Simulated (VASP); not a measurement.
All values below come from PBE GGA, VASP's PBE PAW potentials (set 64) (plane waves; VASP).

Input for VASP

KPOINTS:
```
Automatic mesh
0
Gamma
8 8 6
```

### POSCAR
```
NiSb
1
    2.0091170000    -3.3216480000     0.0000000000
    2.0091170000     3.3216480000     0.0000000000
    0.0000000000     0.0000000000     5.1233900000
Ni Sb
2 2
Direct
  0.0000000000   0.0000000000   0.5000000000
  0.0000000000   0.0000000000   0.0000000000
  0.3333330000   0.6666670000   0.2500000000
  0.6797060000   0.3463720000   0.7500000000
```

### INCAR
```
ALGO = Normal
EDIFF = 1E-6
ENCUT = 425
GGA = PE
ISIF = 2
ISMEAR = 1
LASPH = .TRUE.
LCHARG = .FALSE.
LMAXMIX = 4
LREAL = .FALSE.
LWAVE = .FALSE.
NELM = 100
PREC = Accurate
SIGMA = 0.1
SYSTEM = NiSb
```

POTCAR, in this order: Ni Sb (PBE.64 set). Program: vasp_std.

The resulting files:

File OSZICAR:
```
       N       E                     dE             d eps       ncg     rms          rms(c)
DAV:   1     0.155887999345E+03    0.15589E+03   -0.11075E+04  5176   0.139E+03
DAV:   2    -0.133263101489E+02   -0.16921E+03   -0.16451E+03  5213   0.301E+02
DAV:   3    -0.214196951672E+02   -0.80934E+01   -0.78431E+01  5882   0.808E+01
DAV:   4    -0.216421442411E+02   -0.22245E+00   -0.22071E+00  5782   0.129E+01
DAV:   5    -0.216495110543E+02   -0.73668E-02   -0.73616E-02  6159   0.247E+00    0.133E+01
DAV:   6    -0.242235678019E+02   -0.25741E+01   -0.35147E+01  5656   0.108E+02    0.172E+01
DAV:   7    -0.202466839733E+02    0.39769E+01   -0.13058E+01  5609   0.758E+01    0.395E+00
DAV:   8    -0.203050951607E+02   -0.58411E-01   -0.15395E+00  7138   0.113E+01    0.268E+00
DAV:   9    -0.202422169109E+02    0.62878E-01   -0.25247E-01  5819   0.892E+00    0.628E-01
DAV:  10    -0.202429142030E+02   -0.69729E-03   -0.83921E-03  5584   0.870E-01    0.475E-01
DAV:  11    -0.202425302897E+02    0.38391E-03   -0.66135E-04  6418   0.219E-01    0.134E-01
DAV:  12    -0.202423629577E+02    0.16733E-03   -0.56366E-04  7454   0.396E-01    0.332E-02
DAV:  13    -0.202423665925E+02   -0.36349E-05   -0.63517E-05  5639   0.641E-02    0.277E-02
DAV:  14    -0.202423661092E+02    0.48337E-06   -0.18212E-06  3531   0.137E-02
   1 F= -.20242366E+02 E0= -.20242136E+02  d E =-.689298E-03
```

OUTCAR:
```
------------------------ aborting loop because EDIFF is reached ----------------------------------------
  FORCE on cell =-STRESS in cart. coord.  units (eV):
  Direction    XX          YY          ZZ          XY          YZ          ZX
  --------------------------------------------------------------------------------------
  Total        0.3305648      3.1389695      1.5039401      0.3581684      0.0000000      0.0000000
  in kB        7.7449921     73.5447074     35.2366714      8.3917308      0.0000000      0.0000000
  external PRESSURE =      38.8421236 kB  Pullay stress =       0.0000000 kB
  volume of cell :       68.38
      direct lattice vectors                 reciprocal lattice vectors
     2.009117000 -3.321648000  0.000000000     0.248865546 -0.150527690  0.000000000
     2.009117000  3.321648000  0.000000000     0.248865546  0.150527690  0.000000000
     0.000000000  0.000000000  5.123390000     0.000000000  0.000000000  0.195183267
 POSITION                                       TOTAL-FORCE (eV/Angst)
 -----------------------------------------------------------------------------------
      0.00000      0.00000      2.56169         0.156457      0.011463     -0.011692
      0.00000      0.00000      0.00000         0.156457      0.011463      0.011692
      2.00912      1.10722      1.28085         0.024549     -0.332298      0.000000
      2.06151     -1.10722      3.84254        -0.337463      0.309371      0.000000
 -----------------------------------------------------------------------------------
    total drift:                                0.000008      0.000005     -0.000000
  FREE ENERGIE OF THE ION-ELECTRON SYSTEM (eV)
  ---------------------------------------------------
  free  energy   TOTEN  =       -20.2423661092 eV

  energy  without entropy=      -20.2416768111  energy(sigma->0) =      -20.24213634
```
(Selected blocks of OUTCAR.)

The compound is NiSb in the NiAs type structure. The cell was not relaxed at this level, atoms are displaced from their ideal sites. The run is one of a series of settings (ENCUT = 425 against the base run), some of them coarse on purpose. The run is not spin-polarised, so no magnetic state was tried.
